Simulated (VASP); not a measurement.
**MnF2: cell size against the level of theory**

Aim: relax MnF2 at several levels and hold each cell against experiment. The levels: PBE, LDA, r2SCAN and PBE + D3(BJ). The start is a cell from a database of measured crystal structures.

Calculated with VASP 6.6.1; PBE, spin-polarised from a ferromagnetic start; plane waves and PAW (Mn_pv, F), in the first sound run; inputs show where later runs differ.

**What experiment says.**

For MnF2, tetragonal rutile type (bulk crystal), “SENJU: a new time-of-flight single-crystal neutron diffractometer at J-PARC” (2016, pmc:4762571) quotes earlier work: lattice constant a (a = b, quoted cell parameter) 4.874 Å [literature cell parameter quoted as background; measurement temperature not stated].

Report form: the programs' logs are mostly left out.

## Step 1: The structure

Before any relaxation, the start is as follows. The structure is tetragonal, space group P4_2/mnm (No. 136). Conventional cell: a = 4.851 Å, b = 4.851 Å, c = 3.304 Å, α = 90.00°, β = 90.00°, γ = 90.00°. Nearest to Mn lie 6 F at 2.09 to 2.13 Å. Nearest to F lie 3 Mn at 2.09 to 2.13 Å. Farther neighbours and most contacts between anions are not listed.

## Step 2: Relaxation with PBE

The start need not lie at this functional's minimum. ISIF = 3 frees volume, shape and positions, and EDIFFG sets the threshold on forces and stress at which the search stops. PBE, the usual starting point, adds the gradient of the density.

File INCAR:

```
SYSTEM = MnF2
PREC = Accurate
ENCUT = 560
EDIFF = 1E-06
NELM = 100
ISMEAR = -1
SIGMA = 0.05
LREAL = .FALSE.
ALGO = Normal
GGA = PE
NBANDS = 41
ISPIN = 2
MAGMOM = 4 4 0 0 0 0
LASPH = .TRUE.
LMAXMIX = 4
LORBIT = 11
LWAVE = .FALSE.
LCHARG = .FALSE.
KPAR = 2
IBRION = 2
NSW = 60
ISIF = 3
EDIFFG = -0.01
```

File POSCAR:

```
MnF2
1.0
    4.8509000000      0.0000000000      0.0000000000
    0.0000000000      4.8509000000      0.0000000000
    0.0000000000      0.0000000000      3.3043000000
Mn F
2 4
Direct
    0.0000000000      0.0000000000      0.0000000000
    0.5000000000      0.5000000000      0.5000000000
    0.3046000000      0.3046000000      0.0000000000
    0.1954000000      0.8046000000      0.5000000000
    0.6954000000      0.6954000000      0.0000000000
    0.8046000000      0.1954000000      0.5000000000
```

File KPOINTS:

```
Automatic mesh
0
Gamma
6 6 8
0 0 0
```

The projector-augmented-wave data sets are Mn_pv and F (PBE family, release 64).

On the command line:

```console
mpirun -np 2 vasp_std
```

Run time: 8.7 min. Hardware: 2 MPI ranks of Intel Xeon Platinum 8259CL at 2.50GHz (Skylake/Cascade Lake), shared host; peak memory 0.79 GiB; 16 min of CPU time.

The magnetic state follows from one typed start and may not be the lowest. Experiment finds antiferromagnetic order in this phase (a transition is listed at 68 K, arxiv:0910.3137), so this ferromagnetic run describes another state. The gap is read on the k-mesh alone, so it is an upper bound where the band edges lie off the mesh, and a coarse mesh can show a gap where there is none. The run keeps the 16 symmetry operations of its start, so it cannot find a distortion of lower symmetry.

Step by step:

```tsv
step	energy less that of the first step (eV)	largest force (eV/Å)	pressure (GPa)	volume (Å³)
1	0.0000	0.0144	4.93	77.75
2	-0.0562	0.0420	-0.70	82.32
3	-0.0577	0.0350	-0.01	81.65
4	-0.0577	0.0341	0.12	81.58
5	-0.0585	0.0225	0.10	81.62
6	-0.0593	0.0077	0.11	81.75
```

```tsv
conventional cell, symmetrised	before	after	change
a (Å)	4.851	4.947	+2.0 %
b (Å)	4.851	4.947	+2.0 %
c (Å)	3.304	3.340	+1.1 %
volume (Å³/atom)	12.96	13.62	+5.1 %
```

Final coordinates:

```xyz
6
Lattice="4.9474 0.0000 0.0000 0.0000 4.9474 0.0000 0.0000 0.0000 3.3399" Properties=species:S:1:pos:R:3 pbc="T T T"
Mn    0.0000    0.0000    0.0000
Mn    2.4737    2.4737    1.6700
F     1.5106    1.5106    0.0000
F     0.9630    3.9843    1.6700
F     3.4367    3.4367    0.0000
F     3.9843    0.9630    1.6700
```

Numbers from this step:

```
electrons                                         : 54
bands                                             : 41
irreducible k-points                              : 50
symmetry operations                               : 16
free energy (TOTEN)                               : -39.34 eV
Fermi energy                                      : 3.487 eV
pressure                                          : 0.1090 GPa
moment of the cell, from the last line of the log : 10 μB
metallic, judged on the points sampled            : no
valence top at k                                  : 0, 0, 0
conduction bottom at k                            : 0, 0, 0
least direct gap at k                             : 0, 0, 0
SCF cycles over all ionic steps                   : 52
gap on the k-mesh                                 : 1.207 eV
least direct gap on the k-mesh                    : 1.207 eV
```

Spin moment in the PAW sphere by atom:

```tsv
atom	spin moment in the PAW sphere (μB)
Mn1	4.60
Mn2	4.60
F3	0.09
F4	0.09
F5	0.09
F6	0.09
```

It ends with a largest force of 0.008 eV/Å and a pressure of 0.11 GPa. The volume lies +5.1 % from that of the database's start. The conventional cell has a = 4.947 and c = 3.340 Å.

## Step 3: Relaxation with LDA

This step: LDA, spin-polarised from a ferromagnetic start; plane waves and PAW (Mn_pv, F) (VASP 6.6.1).

LDA, the lowest rung, knows the local density alone.

Edit INCAR of step 2 so:

```diff
@@ -9,3 +9,3 @@
 ALGO = Normal
-GGA = PE
+GGA = CA
 NBANDS = 41
```

POSCAR is that of step 2.

KPOINTS is that of step 2.

On the command line:

```console
mpirun -np 2 vasp_std
```

It took 8.5 min on 2 MPI ranks; peak memory 0.68 GiB; 16 min of CPU time.

The PAW data sets were made with PBE, though LDA sets exist; this is a small mismatch.

Relaxation path:

```tsv
step	energy less that of the first step (eV)	largest force (eV/Å)	pressure (GPa)	volume (Å³)
1	0.0000	0.0606	-4.60	77.75
2	-0.0486	0.0255	1.19	73.64
3	-0.0515	0.0069	0.04	74.39
4	-0.0515	0.0054	-0.11	74.45
5	-0.0515	0.0014	-0.12	74.44
6	-0.0516	0.0104	-0.07	74.38
7	-0.0516	0.0071	-0.07	74.40
```

```tsv
conventional cell, symmetrised	before	after	change
a (Å)	4.851	4.781	-1.4 %
b (Å)	4.851	4.781	-1.4 %
c (Å)	3.304	3.255	-1.5 %
volume (Å³/atom)	12.96	12.40	-4.3 %
```

Final coordinates:

```xyz
6
Lattice="4.7812 0.0000 0.0000 0.0000 4.7812 0.0000 0.0000 0.0000 3.2546" Properties=species:S:1:pos:R:3 pbc="T T T"
Mn    0.0000    0.0000    0.0000
Mn    2.3906    2.3906    1.6273
F     1.4573    1.4573    0.0000
F     0.9333    3.8479    1.6273
F     3.3239    3.3239    0.0000
F     3.8479    0.9333    1.6273
```

This step gave:

```
free energy (TOTEN)            : -41.91 eV
Fermi energy                   : 4.276 eV
pressure                       : -0.07275 GPa
gap on the k-mesh              : 0.6965 eV
least direct gap on the k-mesh : 0.6965 eV
```

Spin moment in the PAW sphere by atom:

```tsv
atom	spin moment in the PAW sphere (μB)
Mn1	4.54
Mn2	4.54
F3	0.10
F4	0.10
F5	0.10
F6	0.10
```

It ends at 12.40 Å³/atom, -4.3 % from the start, with -0.07 GPa left. The conventional cell has a = 4.781 and c = 3.255 Å.

## Step 4: Relaxation with r2SCAN

This step: r2SCAN, spin-polarised from a ferromagnetic start; plane waves and PAW (Mn_pv, F) (VASP 6.6.1).

r2SCAN adds the kinetic-energy density, costs more than a GGA and is run with LASPH.

Edit INCAR of step 3 so:

```diff
@@ -9,3 +9,4 @@
 ALGO = Normal
-GGA = CA
+METAGGA = R2SCAN
+LASPH = .TRUE.
 NBANDS = 41
@@ -13,3 +14,2 @@
 MAGMOM = 4 4 0 0 0 0
-LASPH = .TRUE.
 LMAXMIX = 4
```

POSCAR is that of step 3.

KPOINTS is that of step 3.

On the command line:

```console
mpirun -np 2 vasp_std
```

The job ended after 32 min (2 MPI ranks; peak memory 0.83 GiB).

The PAW data sets were made with PBE, which is usual practice but a small mismatch for other functionals.

Step by step:

```tsv
step	energy less that of the first step (eV)	largest force (eV/Å)	pressure (GPa)	volume (Å³)
1	0.0000	0.0131	1.24	77.75
2	-0.0031	0.0234	-0.27	78.89
3	-0.0033	0.0212	0.03	78.65
4	-0.0033	0.0215	-0.01	78.68
5	-0.0034	0.0124	0.01	78.69
6	-0.0034	0.0008	0.01	78.71
```

```tsv
conventional cell, symmetrised	before	after	change
a (Å)	4.851	4.873	+0.5 %
b (Å)	4.851	4.873	+0.5 %
c (Å)	3.304	3.314	+0.3 %
volume (Å³/atom)	12.96	13.12	+1.2 %
```

Final coordinates:

```cif
data_structure
_symmetry_space_group_name_H-M 'P 1'
_symmetry_Int_Tables_number 1
_cell_length_a 4.8733
_cell_length_b 4.8733
_cell_length_c 3.3141
_cell_angle_alpha 90.000
_cell_angle_beta 90.000
_cell_angle_gamma 90.000
_cell_volume 78.71
loop_
_atom_site_label
_atom_site_type_symbol
_atom_site_fract_x
_atom_site_fract_y
_atom_site_fract_z
_atom_site_occupancy
Mn1 Mn 0.00000 0.00000 0.00000 1
Mn2 Mn 0.50000 0.50000 0.50000 1
F3 F 0.30503 0.30503 0.00000 1
F4 F 0.19497 0.80503 0.50000 1
F5 F 0.69497 0.69497 0.00000 1
F6 F 0.80503 0.19497 0.50000 1
```

It ends at 13.12 Å³/atom, +1.2 % from the start, with 0.01 GPa left. The conventional cell has a = 4.873 and c = 3.314 Å.

## Step 5: Relaxation with PBE + D3(BJ)

This step: PBE with D3(BJ), spin-polarised from a ferromagnetic start; plane waves and PAW (Mn_pv, F) (VASP 6.6.1).

A dispersion term adds the long-range attraction that semilocal functionals lack. D3 with Becke-Johnson damping keeps a finite attraction at short range.

Edit INCAR of step 4 so:

```diff
@@ -9,4 +9,4 @@
 ALGO = Normal
-METAGGA = R2SCAN
-LASPH = .TRUE.
+GGA = PE
+IVDW = 12
 NBANDS = 41
@@ -14,2 +14,3 @@
 MAGMOM = 4 4 0 0 0 0
+LASPH = .TRUE.
 LMAXMIX = 4
```

POSCAR is that of step 4.

KPOINTS is that of step 4.

On the command line:

```console
mpirun -np 2 vasp_std
```

Elapsed: 9.8 min, on 2 MPI ranks; peak memory 0.82 GiB.

The steps of the relaxation:

```tsv
step	energy less that of the first step (eV)	largest force (eV/Å)	pressure (GPa)	volume (Å³)
1	0.0000	0.0183	2.99	77.75
2	-0.0207	0.0227	-0.49	80.51
3	-0.0214	0.0171	0.00	80.08
4	-0.0214	0.0165	0.06	80.03
5	-0.0215	0.0101	0.08	80.05
6	-0.0216	0.0084	0.04	80.11
```

```tsv
conventional cell, symmetrised	before	after	change
a (Å)	4.851	4.903	+1.1 %
b (Å)	4.851	4.903	+1.1 %
c (Å)	3.304	3.333	+0.9 %
volume (Å³/atom)	12.96	13.35	+3.0 %
```

Final coordinates:

```xyz
6
Lattice="4.9030 0.0000 0.0000 0.0000 4.9030 0.0000 0.0000 0.0000 3.3326" Properties=species:S:1:pos:R:3 pbc="T T T"
Mn    0.0000    0.0000    0.0000
Mn    2.4515    2.4515    1.6663
F     1.4951    1.4951    0.0000
F     0.9564    3.9466    1.6663
F     3.4079    3.4079    0.0000
F     3.9466    0.9564    1.6663
```

Spin moment in the PAW sphere by atom:

```tsv
atom	spin moment in the PAW sphere (μB)
Mn1	4.59
Mn2	4.59
F3	0.09
F4	0.09
F5	0.09
F6	0.09
```

It ends at 13.35 Å³/atom, +3.0 % from the start, with 0.04 GPa left. The conventional cell has a = 4.903 and c = 3.333 Å. Against plain PBE, the dispersion term moves a by -0.9 % and c by -0.2 %.

## Step 6: The cells as a table

This step: relaxed cells at several levels; plane waves and PAW (VASP 6.6.1).

Derived from the runs above.

Lengths are those of the conventional cell; cost is the wall time of each run, as given at its step, times its ranks, without the set-up around it. Results by level, by row:

```tsv
level	volume (Å³/atom)	change from the start (%)	a (Å)	c (Å)	largest site moment (μB)	cost (core minutes)
PBE	13.62	5.1	4.947	3.34	4.596	17.4
LDA	12.4	-4.3	4.781	3.255	4.544	16.9
r2SCAN	13.12	1.2	4.873	3.314	4.636	63
PBE + D3(BJ)	13.35	3	4.903	3.333	4.593	19.5
```

## Step 7: Results

```json
{"volume, PBE": "13.62 Å³/atom", "volume, LDA": "12.40 Å³/atom", "volume, r2SCAN": "13.12 Å³/atom", "volume, PBE + D3(BJ)": "13.35 Å³/atom"}
```

For MnF2 the levels give volumes between 12.40 Å³/atom (LDA) and 13.62 Å³/atom (PBE), a spread of 9.9 %, while the cost of the finished runs spans a factor of 3.7. Only a has a measured value here, so the levels are not ranked on the whole cell. The costs hold the number of ionic steps as well as the price of the functional. Adding D3(BJ) to PBE changes the volume by -2.0 % (a by -0.9 % and c by -0.2 %). Within 0.02 Å all end in space group P4_2/mnm; the runs can't lower the symmetry of the start. Only the typed magnetic starts were tried, so the magnetic ground state may differ and with it the other results. Only ferromagnetic starts were used, while the crystal orders antiferromagnetically, so what depends on the order belongs to another state. Each is a single relaxation on the plane waves of the start cell, so larger changes of volume carry a basis-set error that was not tested here.

Comparison with the measured values:

| quantity | measured | PBE | LDA | r2SCAN | PBE + D3(BJ) |
| --- | --- | --- | --- | --- | --- |
| lattice constant a (Å) | 4.874 | 4.947 (+1.5 %) | 4.781 (-1.9 %) | 4.873 (-0.0 %) | 4.903 (+0.6 %) |
| lattice constant c (Å) | not in our table of this source | 3.340 | 3.255 | 3.314 | 3.333 |

Measured values from pmc:4762571 (2016).

**Verdict.** For the lattice constant a, of the levels listed nearest comes r2SCAN (-0.0 %) and farthest LDA (-1.9 %). The runs are ferromagnetic and the sample is antiferromagnetic, so the match is not graded. For lattice constants the calculation has a static lattice, without zero-point motion or thermal expansion.

[Lines on the potential files, build, host, timing and source positions are cut from VASP's logs without a mark.]

[Logs are printed without paths, hosts, clocks, repeated set-up lines and the standing remarks that a program may print on its own settings, such as how far it seeks lower states.]

[Hosts, paths, dates, database ids (printed as entryN), source tags and the programs' standing remarks are cut or masked in the printed files.]

[A measured line is paired with the nearest computed mode of its activity, which favours agreement.]

[In band tables of VASP the shares of atoms and orbitals are scaled to a sum of 1 inside the atoms' spheres.]
